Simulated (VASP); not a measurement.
Energy against volume of SnTe (rock salt). Calculation: RPBE GGA, VASP's PBE PAW potentials (set 64) (plane waves; VASP). Run with 520 eV cut-off, 7×7×7 Γ-centred mesh, Gaussian smearing of 0.050 eV, potentials Sn_d Te.

| V (Å³/atom) | E (eV/atom) |
|---|---|
| 32.035 | -3.42423 |
| 33.057 | -3.43564 |
| 34.080 | -3.43897 |
| 35.102 | -3.43544 |

### Question
Fit these four points and predict the energy of the run at 36.124 Å³/atom.

### Answer
A cubic in V^(−2/3), the third-order Birch-Murnaghan form, passes through the four points with V0 = 34.04 Å³/atom and B0 = 36 GPa, and gives -3.4261 eV/atom there. The run gave -3.4261 eV/atom, +0.0 meV/atom from the fit; all five points give B0 = 36 GPa.

The compound is SnTe in the rock salt structure, which distorts at low temperature. It was relaxed first, which changed the volume by +8 %.
